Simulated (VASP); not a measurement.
Input:

```xyz
4
Lattice="3.9784 0.0000 0.0000 0.0000 3.9784 0.0000 0.0000 0.0000 3.9784" Properties=species:S:1:pos:R:3 pbc="T T T"
Rh     0.0000     0.0000     0.0000
Ag     1.9892     1.9892     0.0000
Ag     1.9892     0.0000     1.9892
Ag     0.0000     1.9892     1.9892
```

The numbers are results of PBEsol GGA, VASP's PBE PAW potentials (set 64) (plane waves; VASP 6.6.1), not measurements. Numerical set-up: 400 eV cut-off, 10×10×10 Γ-centred mesh, tetrahedra with Blöchl corrections, potentials Rh_pv Ag.

Task: Estimate the energy per atom (σ→0), band gap (on the k-mesh) with the smallest direct gap where there is one.

Result: 
- band gap (on the k-mesh): none (metal, semimetal or under 0.01 eV)
- energy per atom (σ→0): -4.279 eV/atom

The absolute energy has meaning only against runs of the same code, potentials and settings.

The structure was generated: Ag3Rh was put into an ordered model structure (Pm-3m), which need not be its known phase. It was relaxed first.
